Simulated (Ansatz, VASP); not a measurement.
# Cross-check of Bi2Se3 (Paraguanajuatite) between VASP and Ansatz, part 2 of 2

Wanted: the spread between two codes on one cell, functional and k mesh. The cell is taken from a series of runs on this material, whose earlier steps may have relaxed, scaled, displaced or heated it; both programs get it as it stands.

VASP 6.6.1 and Ansatz 0.2.0.

So far: Set-up; Ansatz: single point, PBE; VASP: single point, PBE.

**3. VASP: single point, PBE (continued)**

Level of this step: PBE; plane waves and PAW (Bi_d, Se) (VASP).

Numbers of over 12 decimals in the logs are rounded to 6 here.

Parts of OUTCAR (step 3):

```text
ion  position               nearest neighbor table
   1  0.700  0.700  0.798-  14 2.85  13 2.85  15 2.85  19 3.07  20 3.07  18 3.07
   2  0.200  0.700  0.798-  13 2.85  14 2.85  16 2.85  20 3.07  19 3.07  17 3.07
   3  0.700  0.200  0.798-  16 2.85  15 2.85  13 2.85  17 3.07  18 3.07  20 3.07
   4  0.200  0.200  0.798-  15 2.85  16 2.85  14 2.85  18 3.07  17 3.07  19 3.07
   5  0.800  0.800  0.202-  10 2.85   9 2.85  11 2.85  18 3.07  17 3.07  19 3.07
   6  0.300  0.800  0.202-   9 2.85  10 2.85  12 2.85  17 3.07  18 3.07  20 3.07
   7  0.800  0.300  0.202-  12 2.85  11 2.85   9 2.85  20 3.07  19 3.07  17 3.07
   8  0.300  0.300  0.202-  11 2.85  12 2.85  10 2.85  19 3.07  20 3.07  18 3.07
   9  0.606  0.606  0.365-   6 2.85   5 2.85   7 2.85
  10  0.106  0.606  0.365-   5 2.85   6 2.85   8 2.85
  11  0.606  0.106  0.365-   8 2.85   7 2.85   5 2.85
  12  0.106  0.106  0.365-   7 2.85   8 2.85   6 2.85
  13  0.894  0.894  0.635-   2 2.85   1 2.85   3 2.85
  14  0.394  0.894  0.635-   1 2.85   2 2.85   4 2.85
  15  0.894  0.394  0.635-   4 2.85   3 2.85   1 2.85
  16  0.394  0.394  0.635-   3 2.85   4 2.85   2 2.85
  17  0.000  0.000  0.000-   3 3.07   6 3.07   5 3.07   4 3.07   2 3.07   7 3.07
  18  0.500  0.000  0.000-   4 3.07   5 3.07   3 3.07   6 3.07   1 3.07   8 3.07
  19  0.000  0.500  0.000-   1 3.07   8 3.07   7 3.07   2 3.07   4 3.07   5 3.07
  20  0.500  0.500  0.000-   2 3.07   7 3.07   1 3.07   8 3.07   3 3.07   6 3.07

  LATTYP: Found a base centered monoclinic cell.
 ALAT       =    14.3517729915
 B/A-ratio  =     0.5773502692
 C/A-ratio  =     0.6856623990
 COS(beta)  =    -0.2430739485

 Subroutine GETGRP returns: Found  4 space group operations
 (whereof  4 operations were pure point group operations)

The static configuration has the point symmetry C_2h.

 Found     24 irreducible k-points:

   k-points           NKPTS =     24   k-points in BZ     NKDIM =     24   number of bands    NBANDS=    119

   dimension x,y,z NGX =    54 NGY =   54 NGZ =   64
   dimension x,y,z NGXF=   108 NGYF=  108 NGZF=  128

   ENCUT  =  400.0 eV  29.40 Ry    5.42 a.u.  13.51 13.51 16.05*2*pi/ulx,y,z

   NELECT =     192.0000    total number of electrons

 k-points in reciprocal lattice and weights: Automatic mesh
   0.00000000  0.00000000  0.00000000       0.016
   0.25000000  0.00000000  0.00000000       0.062
   0.50000000  0.00000000  0.00000000       0.031
   0.25000000  0.25000000  0.00000000       0.031
   0.50000000  0.25000000  0.00000000       0.062
  -0.25000000  0.25000000  0.00000000       0.031
   0.50000000  0.50000000  0.00000000       0.016
   0.00000000  0.00000000  0.25000000       0.031
   0.25000000  0.00000000  0.25000000       0.062
[...]
-0.25000000  0.25000000  0.50000000       0.031
   0.50000000  0.50000000  0.50000000       0.016

 average (electrostatic) potential at core
       1-106.3257       2-106.3257       3-106.3257       4-106.3257       5-106.3257
       6-106.3257       7-106.3257       8-106.3257       9 -53.1520      10 -53.1520
      11 -53.1520      12 -53.1520      13 -53.1520      14 -53.1520      15 -53.1520
      16 -53.1520      17 -53.0072      18 -53.0072      19 -53.0072      20 -53.0072

 E-fermi :   5.0773

 k-point     1 :       0.0000    0.0000    0.0000
  band No.  band energies     occupation
    ...
     92       3.7540      2.00000
     93       3.9623      2.00000
     94       4.4121      2.00000
     95       4.4121      2.00000
     96       4.9712      1.99013
     97       5.1835      0.00987
     98       5.8062      0.00000
     99       5.8062      0.00000
    100       6.3097      0.00000
    101       6.3635      0.00000
    ...

 k-point     2 :       0.2500    0.0000    0.0000
  band No.  band energies     occupation
    ...
     92       3.9867      2.00000
     93       4.0784      2.00000
     94       4.2525      2.00000
     95       4.2550      2.00000
     96       4.4016      2.00000
     97       5.9227      0.00000
     98       6.0951      0.00000
     99       6.3966      0.00000
    100       6.6482      0.00000
    101       6.7165      0.00000
    ...

 k-point     3 :       0.5000    0.0000    0.0000
  band No.  band energies     occupation
    ...
     92       3.9949      2.00000
     93       4.0601      2.00000
     94       4.0601      2.00000
     95       4.4398      2.00000
     96       4.4398      2.00000
     97       6.1713      0.00000
     98       6.1713      0.00000
     99       6.8278      0.00000
    100       6.8278      0.00000
    101       6.9160      0.00000
    ...

  Total        8.9145927      8.9188415      9.0406973     -0.0036796      0.0020127      0.0034859
  in kB       25.1652065     25.1772005     25.5211902     -0.0103871      0.0056816      0.0098405
  external PRESSURE =      25.2878657 kB  Pullay stress =       0.0000000 kB

  energy-cutoff  :      400.00
  volume of cell :      567.56
      direct lattice vectors                 reciprocal lattice vectors
     8.286000000  0.000000000  0.000000000     0.120685494 -0.069677802 -0.017460539
     4.143000000  7.175886496  0.000000000     0.000000000  0.139355604 -0.017460539
     2.071500000  1.195981083  9.545333333     0.000000000  0.000000000  0.104763235

 POSITION                                       TOTAL-FORCE (eV/Angst)
 -----------------------------------------------------------------------------------
     10.35750      5.97991      7.61336         0.000552      0.000319      0.166629
      6.21450      5.97991      7.61336         0.000552      0.000319      0.166629
      8.28600      2.39196      7.61336         0.000552      0.000319      0.166629
      4.14300      2.39196      7.61336         0.000552      0.000319      0.166629
     10.35750      5.97991      1.93198        -0.000552     -0.000319     -0.166629
      6.21450      5.97991      1.93198        -0.000552     -0.000319     -0.166629
      8.28600      2.39196      1.93198        -0.000552     -0.000319     -0.166629
      4.14300      2.39196      1.93198        -0.000552     -0.000319     -0.166629
      8.28600      4.78392      3.48309         0.000053      0.000031      0.170293
      4.14300      4.78392      3.48309         0.000053      0.000031      0.170293
      6.21450      1.19598      3.48309         0.000053      0.000031      0.170293
      2.07150      1.19598      3.48309         0.000053      0.000031      0.170293
     12.42900      7.17589      6.06224        -0.000053     -0.000031     -0.170293
      8.28600      7.17589      6.06224        -0.000053     -0.000031     -0.170293
     10.35750      3.58794      6.06224        -0.000053     -0.000031     -0.170293
      6.21450      3.58794      6.06224        -0.000053     -0.000031     -0.170293
      0.00000      0.00000      0.00000        -0.000000     -0.000000      0.000000
      4.14300      0.00000      0.00000        -0.000000     -0.000000      0.000000
      2.07150      3.58794      0.00000        -0.000000      0.000000      0.000000
      6.21450      3.58794      0.00000        -0.000000      0.000000     -0.000000
 -----------------------------------------------------------------------------------
    total drift:                                0.000000      0.000000      0.000000

  FREE ENERGIE OF THE ION-ELECTRON SYSTEM (eV)
  ---------------------------------------------------
  free  energy   TOTEN  =       -80.6175133233 eV

  energy  without entropy=      -80.6174744107  energy(sigma->0) =      -80.61749387

 total charge
# of ion       s       p       d       tot
------------------------------------------
    1        1.622   1.063   9.962  12.647
    2        1.622   1.063   9.962  12.647
    3        1.622   1.063   9.962  12.647
    4        1.622   1.063   9.962  12.647
    5        1.622   1.063   9.962  12.647
    6        1.622   1.063   9.962  12.647
    7        1.622   1.063   9.962  12.647
    8        1.622   1.063   9.962  12.647
    9        1.490   2.271   0.023   3.784
   10        1.490   2.271   0.023   3.784
   11        1.490   2.271   0.023   3.784
   12        1.490   2.271   0.023   3.784
   13        1.490   2.271   0.023   3.784
   14        1.490   2.271   0.023   3.784
   15        1.490   2.271   0.023   3.784
   16        1.490   2.271   0.023   3.784
   17        1.472   2.326   0.021   3.818
   18        1.472   2.326   0.021   3.818
   19        1.472   2.326   0.021   3.818
   20        1.472   2.326   0.021   3.818
--------------------------------------------------
tot         30.782  35.976  79.964 146.722

[... 3 further parts left out ...]
```

The run ends at a pressure of 2.53 GPa, with forces up to 0.17 eV/Å.

**4. Comparison**

Known differences besides the potentials themselves: the data sets hold 376 valence electrons in Ansatz (on PAW files that the input asks for by source) and 192 in VASP; the cutoff is 580 eV in Ansatz and 400 eV in VASP. Total energies have different zeros and are not compared.

Compared:

| quantity | Ansatz | VASP | difference |
| --- | --- | --- | --- |
| gap on the k mesh (eV) | 0.219 | 0.212 | +0.006 |

Forces on 7 of the 20 atoms, those with the largest forces and the largest differences (eV/Å; atoms numbered as in POSCAR):

| atom | Ansatz x, y, z | VASP x, y, z |
| --- | --- | --- |
| Se10 | 0.000, 0.000, 0.161 | 0.000, 0.000, 0.170 |
| Se11 | 0.000, 0.000, 0.161 | 0.000, 0.000, 0.170 |
| Se12 | 0.000, 0.000, 0.161 | 0.000, 0.000, 0.170 |
| Se13 | 0.000, 0.000, -0.161 | 0.000, 0.000, -0.170 |
| Se14 | 0.000, 0.000, -0.161 | 0.000, 0.000, -0.170 |
| Se15 | 0.000, 0.000, -0.161 | 0.000, 0.000, -0.170 |
| Se16 | 0.000, 0.000, -0.161 | 0.000, 0.000, -0.170 |

The forces differ by 4.7 meV/Å r.m.s., which is 5.4 % of the r.m.s. force of 0.087 eV/Å (both taken over all components). A gap on the mesh is an upper bound, since the band edges may lie between its points; neither run holds spin-orbit coupling, which can move the band edges of a compound of Bi.

**5. What came out**

```yaml
r_m_s_force_difference_single_point_pbe: 4.7 meV/Å
```

In words: The r.m.s. force difference is 4.7 meV/Å (single point, PBE), within the 12 meV/Å picked in this series as the mark of a large difference. The data sets hold unlike numbers of valence electrons (376 in Ansatz and 192 in VASP), so part of the differences may come from the potentials. Such differences can come from data sets, numerical settings and the points named under the comparisons, not from the functional's error against experiment.

[Lines on the potential files, build, host, timing and source positions are cut from VASP's logs without a mark.]

[Logs are printed without paths, hosts, clocks, repeated set-up lines and the standing remarks that a program may print on its own settings, such as how far it seeks lower states.]

[Hosts, paths, dates, database ids (printed as entryN), source tags and the programs' standing remarks are cut or masked in the printed files.]
